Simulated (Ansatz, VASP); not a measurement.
**Li6Ru: VASP beside Ansatz**

File INCAR:

```
PREC = Accurate ; ENCUT = 600
EDIFF = 1E-6 ; ISMEAR = 0
SIGMA = 0.1 ; LREAL = False
LASPH = True ; NELM = 100
ALGO = Normal ; ISIF = 3
LWAVE = False ; LCHARG = False
GGA = PE ; IBRION = 2
NSW = 100 ; EDIFFG = -0.01
```

File KPOINTS:

```
Automatic mesh
0
Gamma
  8 8 8
```

File POSCAR:

```
Li6Ru
1.0
    0.0000000000      3.8749964262      3.8749964262
    3.8749964262      0.0000000000      3.8749964262
    3.8749964262      3.8749964262      0.0000000000
Li Ru
6 1
Direct
    0.5000000000      0.0000000000      0.0000000000
    0.0000000000      0.5000000000      0.5000000000
    0.0000000000      0.5000000000      0.0000000000
    0.5000000000      0.0000000000      0.5000000000
    0.0000000000      0.0000000000      0.5000000000
    0.5000000000      0.5000000000      0.0000000000
    0.5000000000      0.5000000000      0.5000000000
```

Input for Ansatz:

```yaml
crystal:
  lattice:
    - [0.0, 3.8749964262, 3.8749964262]
    - [3.8749964262, 0.0, 3.8749964262]
    - [3.8749964262, 3.8749964262, 0.0]
  atoms:
    - { symbol: Li, position: [0.5, 0.0, 0.0] }
    - { symbol: Li, position: [0.0, 0.5, 0.5] }
    - { symbol: Li, position: [0.0, 0.5, 0.0] }
    - { symbol: Li, position: [0.5, 0.0, 0.5] }
    - { symbol: Li, position: [0.0, 0.0, 0.5] }
    - { symbol: Li, position: [0.5, 0.5, 0.0] }
    - { symbol: Ru, position: [0.5, 0.5, 0.5] }
basis:
  ecutwfc: 420
kpoints:
  mp_grid: { grid: [8, 8, 8] }
hamiltonian:
  xc: pbe
scf:
  occupations: { method: gaussian, width: 0.1 }
output:
  forces: true
  stress: true
  eigenvalues: true
relax:
  adjacent_minimum: "off"
  f_tol: 0.01
  max_steps: 80
  cell: { stress_tol: 0.05 }
```

Alike in both runs: task relaxation of cell and atoms; functional PBE; k mesh 8 × 8 × 8; occupations gaussian, width 0.1 eV; no spin polarisation.

|  | VASP | Ansatz |
| --- | --- | --- |
| version | VASP 6.6.1 | Ansatz 0.2.0 |
| potentials or method | VASP PAW PBE potentials, release 64 (Li_sv, Ru_pv) | scalar-relativistic, plane waves, PAW |
| plane-wave cutoff (eV) | 600 | 420 |
| valence electrons in the cell | 32 | 34 |

VASP gave:

| Quantity | Value |
| --- | --- |
| gap on the k mesh at the Fermi level, each at its own relaxed structure (eV) | none |
| relaxed volume (Å³/atom) | 16.62 |
| relaxed cell length with the largest relative difference (Å) | 5.480 |

Task: Which values does Ansatz return?

Result: gap on the k mesh at the Fermi level, each at its own relaxed structure (eV): none; relaxed volume (Å³/atom): 16.71; relaxed cell length with the largest relative difference (Å): 5.490.

A gap of «none» marks a metal or a gap that the smearing closes. The two sets of potentials don't hold the same shells in valence.

Caveats: the cutoff is under 1.25 times the usual one of these potentials, so pressure, stress and relaxed cells hold a basis-set (Pulay) error (VASP); the relaxation stopped at its first step, so nothing moved.
